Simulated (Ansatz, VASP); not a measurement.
# Cross-check of BiPd (Sobolevskite) between VASP and Ansatz, part 2 of 2

Wanted: the spread between two codes on one cell, functional and k mesh. The cell is taken from a series of runs on this material, whose earlier steps may have relaxed, scaled, displaced or heated it; both programs get it as it stands.

VASP 6.6.1 and Ansatz 0.2.0.

So far: Starting point; VASP: zone-centre phonons, PBEsol.

**3. Ansatz: zone-centre phonons, PBEsol**

Level of this step: Ansatz beside VASP: Kohn-Sham DFT, plane waves, PBEsol (Ansatz).

Ansatz runs on its default PAW (the set named soft_2) files.

The same cell, functional, mesh and smearing now go to Ansatz, which takes its cutoff from its data sets.

File input.yaml:

```yaml
crystal:
  lattice:
    - [4.2576542658, 0.0, 0.0]
    - [-2.1288271329, 3.6872367547, 0.0]
    - [0.0, 0.0, 5.6248278959]
  atoms:
    - { symbol: Bi, position: [0.3333333333, 0.6666666667, 0.25] }
    - { symbol: Bi, position: [0.6666666667, 0.3333333333, 0.75] }
    - { symbol: Pd, position: [0.0, 0.0, 0.0] }
    - { symbol: Pd, position: [0.0, 0.0, 0.5] }
kpoints:
  mp_grid: { grid: [4, 4, 4] }
hamiltonian:
  xc: pbesol
scf:
  occupations: { method: methfessel_paxton, width: 0.2 }
output:
  eigenvalues: true
phonons:
  method: dfpt
  qmesh: [2, 2, 2]
  temperatures: { t_max: 1000, t_step: 50 }
  qpath:
    path:
      - [[0.0, 0.0, 0.0], [0.5, 0.0, 0.0], [0.33333333, 0.33333333, 0.0], [0.0, 0.0, 0.0], [0.0, 0.0, 0.5], [0.5, 0.0, 0.5], [0.33333333, 0.33333333, 0.5], [0.0, 0.0, 0.5]]
      - [[0.5, 0.0, 0.5], [0.5, 0.0, 0.0]]
      - [[0.33333333, 0.33333333, 0.5], [0.33333333, 0.33333333, 0.0]]
    npoints: 10
```

Started as:

```
$ ansatz run input.yaml --threads 8 --pin off --max-ram 16384MiB --backend cpu --events-out ev --progress --plain --runs-dir out
```

Numbers of over 12 decimals in the logs are rounded to 6 here.

What it wrote:

```text
Warning: phonons: the dynamical matrix that this run interpolates holds no multipole term above the dipole-dipole one, and a site of this crystal is no centre of inversion, so its interpolated transverse optical and acoustic branches and sound speeds can stay off near Gamma, and the density of states and the thermodynamics with them. What a run solves at a wave vector of phonons.qpoints, Gamma apart, where the deck admits one, is free of this, and under fd what a larger phonons.supercell samples
Engine: ansatz 0.2.0, aarch64-unknown-linux-gnu
Pseudopotentials: kind: paw
Pseudopotential: Bi, paw, valence charge 15, recommended cutoff 420 eV (normal), Bi.paw.azcp
Pseudopotential: Pd, paw, valence charge 18, recommended cutoff 420 eV (normal), Pd.paw.azcp
Functional definition: PBEsol
  exchange = pbesol_x
  correlation = pbesol_c
Crystal: 4 atoms, lattice volume = 88.304 Å³
Basis set: ecut = 420 eV, 1741 PW (Γ), exchange–correlation on 60×60×80 points (8 copies of the dense FFT grid, shifted against one another)
Bands: 40, of which v1, the nominal top of the filled ones, is band 33 counted from 1 (32 counted from 0)
Symmetry: 24 space group operations
k-points: 12 of 64
Non-local potential: Bi, projectors of the file, l = 0: 2, l = 1: 2, l = 2: 2, l = 3: 2
Non-local potential: Pd, projectors of the file, l = 0: 2, l = 1: 2, l = 2: 2, l = 3: 1
PAW form: soft (Blöchl's): semilocal exchange-correlation on the pseudo side does not see the compensation charge
PAW frozen core: Bi, regenerated for the run's functional, and the local potential with it (the file was generated under x = pbe(κ = 0.804, μ = 0.219515), c = pbe(β = 0.066725))
PAW frozen core: Pd, regenerated for the run's functional, and the local potential with it (the file was generated under x = pbe(κ = 0.804, μ = 0.219515), c = pbe(β = 0.066725))
PAW one-centre angular grid: Bi, 590 points (default); XC on 64 Gauss nodes
PAW one-centre angular grid: Pd, 590 points (default); XC on 64 Gauss nodes
Initial density: superposition of atomic densities (neutral atoms: chi_scale 0, normalization atom), corrected by the library's trained network
Initial wavefunctions: pseudopotential atomic-orbital guess
Functional: x = pbesol(κ = 0.804, μ = 0.123457), c = pbesol(β = 0.046)
SCF iter   1: F=—  HF=-38298.588273 eV  |F-HF|=—  |Δ(HF+E_count)|=         —  Δρ=7.01e-3  dr2=4.28e-2  ethr=1.77e-3  ⟨swp⟩=6.3  Hψ=1883  notcnv=0
preconditioner: auto → LDOS  [insulator: Δε(μ)=0.154 eV  Ē_g=15.829 eV  σ=0.200 eV  W_gap=0.60  n_scr=22 (ndim 8)  ℏωp=27.9 eV  f_vac=0.015  D(μ)=2.27/eV (n_scr^D=20)  ε∞_Penn≈4.1  β→1.0]
SCF iter   2: F=—  HF=-38298.584689 eV  |F-HF|=—  |Δ(HF+E_count)|=   3.58e-3  S|Δr|=    0.00e0  Δρ=4.77e-3  dr2=1.55e-2  ethr=6.48e-5  ⟨swp⟩=2.0  Hψ=943  notcnv=0
SCF iter   3: F=—  HF=-38298.580470 eV  |F-HF|=—  |Δ(HF+E_count)|=   4.22e-3  S|Δr|=    0.00e0  Δρ=7.30e-4  dr2=4.90e-4  ethr=2.35e-5  ⟨swp⟩=2.0  Hψ=820  notcnv=0
SCF iter   4: F=—  HF=-38298.580398 eV  |F-HF|=—  |Δ(HF+E_count)|=   7.15e-5  S|Δr|=    0.00e0  Δρ=9.22e-5  dr2=7.48e-6  ethr=7.43e-7  ⟨swp⟩=2.0  Hψ=578  notcnv=0
SCF iter   5: F=—  HF=-38298.580360 eV  |F-HF|=—  |Δ(HF+E_count)|=   3.86e-5  S|Δr|=    0.00e0  Δρ=2.25e-5  dr2=2.79e-7  ethr=1.13e-8  ⟨swp⟩=2.2  Hψ=654  notcnv=0
SCF iter   6: F=—  HF=-38298.580355 eV  |F-HF|=—  |Δ(HF+E_count)|=   4.91e-6  S|Δr|=    0.00e0  Δρ=4.16e-6  dr2=7.01e-9  ethr=4.23e-10  ⟨swp⟩=2.0  Hψ=803  notcnv=0
SCF iter   7: F=—  HF=-38298.580355 eV  |F-HF|=—  |Δ(HF+E_count)|=   4.15e-9  S|Δr|=    0.00e0  Δρ=1.06e-6  dr2=1.05e-9  ethr=1.06e-11  ⟨swp⟩=2.0  Hψ=741  notcnv=0
SCF iter   8: F=—  HF=-38298.580355 eV  |F-HF|=—  |Δ(HF+E_count)|=  4.37e-10  S|Δr|=    0.00e0  Δρ=1.93e-7  dr2=1.68e-11  ethr=1.59e-12  ⟨swp⟩=2.0  Hψ=730  notcnv=0
SCF iter   9: F=-38298.580355 eV  HF=-38298.580355 eV  |F-HF|=7.28e-12  |Δ(HF+E_count)|=  7.28e-12  S|Δr|=    0.00e0  Δρ=2.20e-8  dr2=3.11e-13  ethr=1.00e-12  ⟨swp⟩=11.0  Hψ=2621  notcnv=0
SCF 1 converged in 9 iterations: F = -38298.580355 eV  dr2 = 3.11e-13
  greatest PAW one-centre occupation: 0.999 electrons in one spin orbital (limit 2), on the Pd atom at site 3 (counted from 0), in its partial waves of l = 0
Initial density: read from a saved state, or passed on in memory by an earlier SCF of this step, an earlier step, the calling program or the single point that the run made first
iter 1 solved again at ethr=3.24e-8 eV; its pass at ethr=3.10e-3 eV (dr2=2.14e-5 eV) is discarded
SCF iter   1: F=—  HF=-38298.580346 eV  |F-HF|=—  |Δ(HF+E_count)|=         —  Δρ=2.74e-7  dr2=1.86e-11  ethr=3.24e-8  ⟨swp⟩=3.9  Hψ=3366  notcnv=0
eigensolver tolerance schedule: the retry pair's looser diagonalisation over-reported the residual by 1145336.75 of it (diagonalisation noise at an unbounded share of the residual, at the tolerance the schedule requests for it); recorded, not acted on — ethr = c·dr2/N_el stays at c = 1.0e-1
preconditioner: auto → LDOS  [insulator: Δε(μ)=0.159 eV  Ē_g=15.855 eV  σ=0.200 eV  W_gap=0.61  n_scr=22 (ndim 8)  ℏωp=27.9 eV  f_vac=0.012  D(μ)=2.10/eV (n_scr^D=20)  ε∞_Penn≈4.1  β→1.0]
SCF iter   2: F=—  HF=-38298.580355 eV  |F-HF|=—  |Δ(HF+E_count)|=   9.09e-6  S|Δr|=    0.00e0  Δρ=2.99e-7  dr2=2.61e-11  ethr=1.00e-12  ⟨swp⟩=3.8  Hψ=1340  notcnv=0
SCF iter   3: F=-38298.580355 eV  HF=-38298.580355 eV  |F-HF|=7.28e-12  |Δ(HF+E_count)|=    0.00e0  S|Δr|=    0.00e0  Δρ=1.38e-7  dr2=4.73e-12  ethr=1.00e-12  ⟨swp⟩=3.9  Hψ=1601  notcnv=0
SCF 2 converged in 3 iterations: F = -38298.580355 eV  dr2 = 4.73e-12
phonons: the bands overlap, so this run is a metal and interpolates without the dipole-dipole term. If the crystal is really an insulator or semiconductor, its LO-TO splitting is missing
NSCF: frozen V_eff on 12 k-points
NSCF: frozen V_eff on 24 k-points
DFPT response loops at q = (0, 0, 0) (fractional): preconditioner auto → Kerker (q_TF=auto, 2.599 Å⁻¹) (partly filled bands, converged f_vac=0.012); β = 1.00, the filter's whole step (`scf.mixing.beta` (0.50) is not read by the response loops under this deck's `scf.mixing.preconditioner`; to damp them name `kerker` or `kerker_dos`, under which they read `scf.mixing.beta`, and type it under 1.00, their step now; both keys bind the ground state too); Broyden in place of MSR1
NSCF: frozen V_eff on 48 k-points
DFPT response loops at q = (0, 0, -0.5) (fractional): mixed as the last ones told, above
NSCF: frozen V_eff on 48 k-points
DFPT response loops at q = (0, -0.5, 0) (fractional): mixed as the last ones told, above
NSCF: frozen V_eff on 48 k-points
DFPT response loops at q = (0, -0.5, -0.5) (fractional): mixed as the last ones told, above
SCF converged after 9 iterations
Stability not checked: this state was not tested for a lower state beside it, because cold or Methfessel-Paxton smearing, or corrected tetrahedra, fill the levels in a way that the test cannot read (fill_not_monotonic; see scf.lower_state_search)
Free energy (F): -38298.580355 eV
Harris-Foulkes:  -38298.580355 eV  (|F-HF|=7.28e-12)
Internal energy: -38298.583840 eV  (E = F + TS)
E sigma→0 (E₀):  -38298.581226 eV
Entropy (-TS):   0.003485 eV (0.871 meV/atom)
Fermi energy:    14.821278 eV
--- Per-component energies (eV) ---
  E_band       = -535.561679
  E_kinetic    = 1638.876663
  E_local      = -7450.945659  (includes V_loc(G=0)·N_el)
  E_nonlocal   = 1564.946299
  E_hartree    = 2831.883232
  E_xc         = -636.760837
  E_vxc        = -712.043405  (∫ρ·V_xc dr)
  E_paw        = -28393.045038  (= ΣΔE_a)
  E_vpaw       = -1240.161534  (= ΣTr[D̂ρ^β])
  E_aug_tail   = -0.000483  (compensation charges beyond the density's cutoff)
  E_ewald      = -7854.322571
  E_core_change = 0.784553  (= ΣΔE_core)
  E_smearing   = 0.003485  (= −TS)
  E_closure    = 0.000000  (closes the sum)
  Σ components = -38298.580355   (vs F -38298.580355, Δ=0.00e0)
--- Band table (eV; the first three rows and the last of 12) ---
  k-point 0: bands = [... 29 lower, 12.9304, 15.0692, 15.7240, 15.7240, 17.7361, 17.9960, 17.9960, 18.0323, ... 3 higher]
  k-point 1: bands = [... 29 lower, 12.5641, 14.3708, 15.9147, 16.3119, 16.3119, 17.8394, 17.8394, 18.5489, ... 3 higher]
  k-point 2: bands = [... 29 lower, 12.0215, 14.0804, 14.0804, 17.2639, 17.2639, 17.2639, 17.2639, 20.1240, ... 3 higher]
  k-point 11: bands = [... 29 lower, 12.2625, 12.9464, 12.9464, 13.7347, 13.7347, 18.2950, 18.2950, 20.9202, ... 3 higher]
--- Phonons (Γ-DFPT): 4 representative perturbations + reference (Σ response iterations 12) ---
  ASR residual: 3.667e-5 → 0.000e0 eV/Å²; symmetrization residual: 1.398e-5 eV/Å²
  ASR residual per site (eV/Å²): 2.18e-5 2.18e-5 3.67e-5 3.67e-5
  Γ frequencies (cm⁻¹): 0.00 0.00 0.00 89.80 89.80 91.93 92.61 101.24 101.24 139.86 139.86 189.97
--- Phonons (arbitrary-q DFPT): 4 irreducible q on the 2×2×2 mesh ---
  q = [0.0000, 0.0000, 0.0000] (star 1, of the zone-centre solve; hermiticity 3.43e-6, symmetrization 2.63e-12): -0.00 0.00 0.00 89.80 89.80 91.93 92.61 101.24 101.24 139.86 139.86 189.97
  q = [0.0000, 0.0000, -0.5000] (star 1, 4 solved perturbations in 70 linear systems a pass and spin channel, the states on 24 of 64 k-point pairs; hermiticity 1.81e-6, symmetrization 1.29e-10): 48.71 48.71 48.71 48.71 81.94 81.94 116.60 116.60 116.60 116.60 125.86 125.86
  q = [0.0000, -0.5000, 0.0000] (star 3, 6 solved perturbations in 135 linear systems a pass and spin channel, the states on 24 of 64 k-point pairs; hermiticity 3.27e-6, symmetrization 1.16e-13): 36.11 39.48 73.17 75.57 86.34 88.59 103.10 107.94 122.16 123.48 135.53 186.86
  q = [0.0000, -0.5000, -0.5000] (star 3, 6 solved perturbations in 135 linear systems a pass and spin channel, the states on 24 of 64 k-point pairs; hermiticity 6.83e-6, symmetrization 1.87e-13): 54.79 54.79 55.57 55.57 75.51 75.51 122.80 122.80 123.46 123.46 143.90 143.90
  sum rule: each row above includes the acoustic sum rule's correction from the zone centre's row sums; it moved no ω² by more than (0.31 cm⁻¹)²
  mesh force constants: q→R imaginary residual 2.48e-17; ASR residual 3.667e-5 → 0.000e0 eV/Å²; symmetrization residual 6.217e-15 eV/Å²
  interpolated dispersion: 93 rows × 12 modes
  density of states and harmonic sums: on the 18×18×12 q-mesh, interpolated from the force constants of a 2×2×2 supercell (no non-analytic term)
  largest difference from the sums on the solved wave vectors: F 1.01e-1 eV, S 1.33e-4 and C_V 3.22e-5 eV/K
  zero-point energy: 0.071207 eV/cell   skipped modes (ω ≤ 0): 3   left out of the sums: 6.43e-5 of the cell's modes: C_V's classical limit lies that fraction below 3 k_B per atom; for a crystal, a wire or a layer, F and S can be off by more, and a phonons.interpolated_qmesh denser along its periods is the remedy for the sampling
```

In the SCF lines HF is the Harris–Foulkes energy and dr2 the Hartree energy of the density residual, in eV; the loop may stop once dr2 is under the threshold and the program's other checks hold. Hψ counts applications of the Hamiltonian.

**4. Differences**

Known differences besides the potentials themselves: VASP's run holds the zone centre alone; the data sets hold 66 valence electrons in Ansatz (on its default PAW (the set named soft_2) files) and 50 in VASP; the cutoff is 420 eV in Ansatz and 500 eV in VASP; Ansatz makes its cores anew for this functional, VASP keeps those of its PBE data sets. Total energies have different zeros and are not compared.

Compared:

```
                  quantity  Ansatz   VASP  difference
optical mode 1 to 2 (cm⁻¹)    89.8   90.7     -1.04 %
     optical mode 3 (cm⁻¹)    91.9   92.8     -0.90 %
     optical mode 4 (cm⁻¹)    92.6   94.3     -1.84 %
optical mode 5 to 6 (cm⁻¹)   101.2  102.1     -0.81 %
optical mode 7 to 8 (cm⁻¹)   139.9  140.8     -0.67 %
     optical mode 9 (cm⁻¹)   190.0  189.7     +0.15 %
```

Modes are paired by rising frequency, not by their patterns, so a pair may set unlike modes beside each other; they are those without the splitting of longitudinal modes.

**5. Outcome**

```json
{
 "r.m.s. difference of the optical zone-centre modes, each program's sorted by frequency (zone-centre phonons, PBEsol)": "0.98 cm⁻¹",
 "difference in optical mode 4 (zone-centre phonons, PBEsol)": "-1.8 %"
}
```

**Reading.** The r.m.s. difference of the optical zone-centre modes, each program's sorted by frequency is 0.98 cm⁻¹ (zone-centre phonons, PBEsol). The data sets hold unlike numbers of valence electrons (66 in Ansatz and 50 in VASP), so part of the differences comes from the potentials. Among the rows given in per cent, the largest difference of the zone-centre phonons, PBEsol pair is in optical mode 4, -1.8 %. How closely two codes agree says nothing of how well the functional describes the real material.

[Lines on the potential files, build, host, timing and source positions are cut from VASP's logs without a mark.]

[Logs are printed without paths, hosts, clocks, repeated set-up lines and the standing remarks that a program may print on its own settings, such as how far it seeks lower states.]

[Hosts, paths, dates, database ids (printed as entryN), source tags and the programs' standing remarks are cut or masked in the printed files.]
